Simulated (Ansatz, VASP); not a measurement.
# Si26C27 (V_Si): VASP beside Ansatz, part 2 of 2

One calculation is typed for both programs; each brings its own data sets. How far apart do they land? The cell is taken from a series of runs on this material, whose earlier steps may have relaxed, scaled, displaced or heated it; both programs get it as it stands.

VASP 6.6.1 and Ansatz 0.2.0.

So far. Step 2 (VASP: single point, r2SCAN, pair 1): The run ends at a pressure of -15.48 GPa, with forces up to 0.77 eV/Å.

### Step 4. Differences

Known differences besides the potentials themselves: VASP keeps PBE cores, Ansatz makes them for the functional; the cutoff is 500 eV in Ansatz and 580 eV in VASP (PREC = Accurate, projectors in real space). Total energies have different zeros and are not compared.

Both answers:

```csv
quantity,Ansatz,VASP,difference
gap on the k mesh (eV),0.218,0.218,0.000
```

Forces on 10 of the 53 atoms, those with the largest forces and the largest differences (eV/Å; atoms numbered as in POSCAR):

```csv
atom,"Ansatz x, y, z","VASP x, y, z"
Si3,"-0.393, 0.303, -0.587","-0.393, 0.306, -0.589"
Si7,"-0.397, -0.531, 0.242","-0.397, -0.532, 0.244"
Si12,"-0.357, 0.525, -0.434","-0.357, 0.527, -0.437"
Si13,"-0.537, -0.390, 0.248","-0.540, -0.387, 0.247"
Si15,"0.314, 0.492, 0.259","0.317, 0.497, 0.259"
Si23,"0.296, -0.387, -0.588","0.299, -0.386, -0.592"
Si26,"0.489, -0.342, -0.437","0.493, -0.343, -0.439"
C35,"-0.142, 0.185, 0.209","-0.146, 0.189, 0.212"
C41,"0.189, -0.148, 0.206","0.193, -0.152, 0.210"
C44,"-0.083, -0.096, -0.032","-0.087, -0.099, -0.036"
```

The forces differ by 2.3 meV/Å r.m.s., which is 1.1 % of the r.m.s. force of 0.212 eV/Å (both taken over all components). A gap on the mesh is an upper bound, since the band edges may lie between its points.

### Step 5. VASP: single point, r2SCAN, pair 2

With cell and atoms fixed, the geometry can't cause a difference; cores, projectors, grids and the points listed under the comparison can.

Contents of INCAR:

```
SYSTEM = Si26C27
PREC = Accurate
ENCUT = 580
EDIFF = 1E-06
NELM = 120
ISMEAR = -1
SIGMA = 0.01
LREAL = Auto
ALGO = Normal
METAGGA = R2SCAN
LASPH = .TRUE.
NELECT = 214
NBANDS = 144
LORBIT = 11
LWAVE = .FALSE.
LCHARG = .FALSE.
ISIF = 2
ISYM = 0
GGA_COMPAT = .FALSE.
LMIXTAU = .TRUE.
KPAR = 4
```

Contents of POSCAR:

```
Si26C27
1.0
    0.0000000000      6.7309353901      6.7309353901
    6.7309353901      0.0000000000      6.7309353901
    6.7309353901      6.7309353901      0.0000000000
Si C
26 27
Direct
    0.0009544346      0.9986498375      0.9988650287
    0.0008158062      0.9987960476      0.3336075005
    0.0017841169      0.9950681110      0.6677219746
    0.0008756483      0.3334632914      0.9989425371
    0.9999072726      0.3326743973      0.3327818869
    0.9999539840      0.3323696683      0.6671410210
    0.0017727959      0.6676530802      0.9951446447
    0.9998504454      0.6669252916      0.3325725025
    0.0010494977      0.6677425484      0.6678076994
    0.3351368250      0.9988237018      0.9990061945
    0.3349700206      0.9950940461      0.3346223017
    0.3360608228      0.9935524101      0.6687027685
    0.3350961589      0.3344527225      0.9953054129
    0.3343619117      0.3324393495      0.3327479371
    0.3351994608      0.3336841373      0.6680826336
    0.3360324378      0.6683370624      0.9938934614
    0.3350568239      0.6678875360      0.3338484291
    0.6664061118      0.9990254063      0.9992145002
    0.6661251426      0.9986887229      0.3337091019
    0.6661977858      0.9988160139      0.6679082900
    0.6661794237      0.3334332583      0.9989698660
    0.6661216157      0.3334988625      0.3337044260
    0.6623785957      0.3344893629      0.6679783278
    0.6661937760      0.6677233842      0.9990080428
    0.6622682486      0.6677800366      0.3346364792
    0.6611667775      0.6683352932      0.6686899712
    0.0835578114      0.0828059304      0.0829648239
    0.0836192115      0.0827151401      0.4164274770
    0.0839260060      0.0823494932      0.7496203194
    0.0836985536      0.4163413994      0.0827788475
    0.0835562650      0.4161268765      0.4163502667
    0.0837022718      0.4162693678      0.7495664794
    0.0838819429      0.7494071504      0.0825631072
    0.0835963977      0.7494125964      0.4163652569
    0.0555427842      0.7586954187      0.7586048841
    0.4162601023      0.0834868060      0.0836516556
    0.4168830859      0.0824661196      0.4166276712
    0.4159735001      0.0838084978      0.7487681328
    0.4169290972      0.4163104555      0.0828350751
    0.4167427521      0.4163543785      0.4165663531
    0.4260374578      0.3885152407      0.7590834176
    0.4159691406      0.7485878407      0.0839726188
    0.4257631814      0.7588896539      0.3885419560
    0.4263638384      0.7583101277      0.7588963369
    0.7502687013      0.0827720533      0.0830435090
    0.7501867422      0.0828430050      0.4163352149
    0.7508206235      0.0834894094      0.7490514689
    0.7502216862      0.4161495082      0.0830483442
    0.7498804333      0.4164045715      0.4165687740
    0.7500385863      0.4163045259      0.7497065780
    0.7508067417      0.7488803017      0.0836553960
    0.7498911167      0.7494433425      0.4165731674
    0.7511372242      0.7485828136      0.7487659884
```

Contents of KPOINTS:

```
Points of the shifted mesh
8
Reciprocal
 0.2500000000  0.2500000000  0.2500000000 1
 0.2500000000  0.2500000000  0.7500000000 1
 0.2500000000  0.7500000000  0.2500000000 1
 0.2500000000  0.7500000000  0.7500000000 1
 0.7500000000  0.2500000000  0.2500000000 1
 0.7500000000  0.2500000000  0.7500000000 1
 0.7500000000  0.7500000000  0.2500000000 1
 0.7500000000  0.7500000000  0.7500000000 1
```

PAW data sets: Si and C (PBE family, release 64).

Started as:

```console
mpirun -np 8 vasp_std
```

Numbers of over 12 decimals in the logs are rounded to 6 here.

Output:

```text
[banner, memory and clock lines left out]
running    8 mpi-ranks, on    1 nodes
[...]
[... a notice as in an earlier step ...]

 [... a notice as in an earlier step ...]

 LDA part: xc-table for (None), standard interpolation
 POSCAR, INCAR and KPOINTS ok, starting setup
[...]
entering main loop
       N       E                     dE             d eps       ncg     rms          rms(c)
DAV:   1     0.613796042839E+03    0.61380E+03   -0.10600E+05  2304   0.150E+03
DAV:   2    -0.479853942369E+03   -0.10936E+04   -0.10372E+04  2816   0.248E+02
DAV:   3    -0.562711810812E+03   -0.82858E+02   -0.81785E+02  2752   0.636E+01
DAV:   4    -0.565030980611E+03   -0.23192E+01   -0.23065E+01  2848   0.114E+01
DAV:   5    -0.565100016040E+03   -0.69035E-01   -0.68928E-01  2800   0.197E+00BRMIX: very serious problems
 the old and the new charge density differ
 old charge density:   212.00000 new  214.00000
BRMIX: very serious problems
 the old and the new charge density differ
 old charge density:   212.00000 new  214.00000
BRMIX: very serious problems
 the old and the new charge density differ
 old charge density:   212.00000 new  214.00000
BRMIX: very serious problems
 the old and the new charge density differ
 old charge density:   212.00000 new  214.00000
    0.430E+01
DAV:   6    -0.507964673719E+03    0.57135E+02   -0.14941E+02  2616   0.230E+01    0.245E+01
DAV:   7    -0.485411766923E+03    0.22553E+02   -0.44145E+01  2872   0.107E+01    0.128E+01
DAV:   8    -0.487014226547E+03   -0.16025E+01   -0.54355E+00  2816   0.671E+00    0.718E+00
DAV:   9    -0.487199283463E+03   -0.18506E+00   -0.20106E+01  3064   0.714E+00    0.742E+00
[...]
DAV:  29    -0.487022961474E+03    0.10426E-05   -0.38967E-06  1440   0.349E-03    0.135E-02
DAV:  30    -0.487022960745E+03    0.72901E-06   -0.10339E-05  1456   0.262E-03    0.694E-03
DAV:  31    -0.487022960974E+03   -0.22937E-06   -0.43356E-07  1344   0.190E-03
   1 F= -.48702296E+03 E0= -.48701333E+03  d E =-.192704E-01
```

From OUTCAR (step 5):

```text
  Total      -38.6899076    -38.4962831    -38.6060925      0.4732726      0.4925415      0.4593150
  in kB     -101.6370412   -101.1283965   -101.4168619      1.2432706      1.2938893      1.2066046
  external PRESSURE =    -101.3940999 kB  Pullay stress =       0.0000000 kB

 POSITION                                       TOTAL-FORCE (eV/Angst)
 -----------------------------------------------------------------------------------
     13.44514      6.72972      6.72827        -0.001089     -0.000361      0.000424
      8.96832      2.25098      6.72832         0.000183     -0.001403      0.001411
     11.19213      4.50640      6.70975        -0.005430      0.012285      0.002849
      8.96834      6.72971      2.25041         0.001445     -0.000397     -0.001081
      4.47914      8.97024      8.96952        -0.002035      0.000309      0.000376
      6.72764     11.22111      8.96778        -0.000213      0.003228     -0.001091
     11.19218      6.71019      4.50586        -0.009068      0.000956      0.012945
      6.72756      8.96845     11.21896         0.000234     -0.001016      0.003243
      8.98950      4.50203      4.50160        -0.001726      0.002463      0.001375
     13.44726      8.98003      8.97880         0.001040     -0.000412      0.000411
      8.95023      4.50698      8.95258         0.006862      0.004289     -0.001009
     11.18853      6.76300      8.94954        -0.011804      0.000729     -0.015903
      8.95052      8.95485      4.50669         0.004957     -0.003726      0.004995
      4.47733      4.49027      4.48820        -0.002351      0.001680     -0.000303
[...]
-----------------------------------------------------------------------------------
    total drift:                               -0.011789     -0.000720      0.000652

  FREE ENERGIE OF THE ION-ELECTRON SYSTEM (eV)
  ---------------------------------------------------
  free  energy   TOTEN  =      -487.0229609743 eV

  energy  without entropy=     -487.0036905616  energy(sigma->0) =     -487.01332577

[... 2 parts as in an earlier step ...]
```

The cell is charged against a uniform background.

The run ends at a pressure of -10.14 GPa, with forces up to 0.020 eV/Å.

### Step 6. Ansatz: single point, r2SCAN, pair 2

The same cell, functional, mesh and smearing now go to Ansatz.

The cell is taken from a series of runs on this material, whose earlier steps may have relaxed, scaled, displaced or heated it; both programs get it as it stands.

Contents of input.yaml:

```yaml
crystal:
  checkpoint: "../qm2.relax_smeared.run"
  host: checkpoint
total_charge: -2
basis:
  ecutwfc: 500
  xc_grid: 2
hamiltonian:
  xc: r2scan
  pseudopotentials: { kind: paw, azcp: { folder: soft_1 } }
kpoints:
  mp_grid: { grid: [2, 2, 2], shift: [0.5, 0.5, 0.5] }
scf:
  occupations: { method: fermi_dirac, width: 0.01 }
  max_iter: 60
output:
  forces: true
  eigenvalues: true
  charged_corrections:
    epsilon: 7.06
    static_epsilon: 10.43
    defect_position: [0.333333, 0.666667, 0.666667]
  eigenstates: { localisation: true }
  populations: true
checkpoint:
  read: "../qm2.relax_smeared.run"
  write: "../qm2.point.run"
  compress: false
  write_wavefunctions: false
  write_every: 100000
```

Started as:

```console
ansatz run input.yaml --threads 8 --pin off --max-ram 15073MiB --backend cpu --events-out ev --progress --plain --runs-dir out
```

Output:

```text
[...]
Crystal: 53 atoms, lattice volume = 609.897 Å³
Basis set: ecut = 500 eV, 15473 PW (Γ), exchange–correlation on 144×144×144 points (8 copies of the dense FFT grid, shifted against one another)
Bands: 160, of which v1, the nominal top of the filled ones, is band 107 counted from 1 (106 counted from 0)
Symmetry: 1 space group operations
[...]
k-points: 4 of 8 (time reversal used)
[...]
--- Löwdin populations: 53 sites ---
  site symbol       q [e]
     0     Si      3.0310
     1      C      4.9334
     2     Si      3.0307
     3      C      4.9356
     4     Si      3.0142
     5      C      4.9351
     6     Si      3.0308
     7      C      4.9354
[...]
49     Si      3.0142
    50      C      4.9354
    51     Si      3.0107
    52      C      4.9363
  spilling = 0.010495 (of n_electrons = 214.000000)
[key lines of the parts left out:]
SCF converged after 3 iterations
Free energy (F): -23398.315263 eV
Fermi energy:    9.210292 eV
```

### Step 7. Differences

At this near-relaxed geometry the largest component of a force difference is 7 meV/Å. The cell carries a charge of -2 e against a uniform background, so its pressure also hangs on how the neutralising background is counted, and in a defect's cell a gap may be the spacing between its levels.

### Step 8. Results

* r.m.s. force difference (single point, r2SCAN, pair 1): 1.1 % of the r.m.s. force
* r.m.s. force difference (single point, r2SCAN, pair 2): 2.4 meV/Å

The r.m.s. force difference is 1.1 % of the r.m.s. force (single point, r2SCAN, pair 1), within the 3 % picked in this series as the mark of a large difference. How closely two codes agree says nothing of how well the functional describes the real material.

[Lines on the potential files, build, host, timing and source positions are cut from VASP's logs without a mark.]

[Logs are printed without paths, hosts, clocks, repeated set-up lines and the standing remarks that a program may print on its own settings, such as how far it seeks lower states.]

[Hosts, paths, dates, database ids (printed as entryN), source tags and the programs' standing remarks are cut or masked in the printed files.]
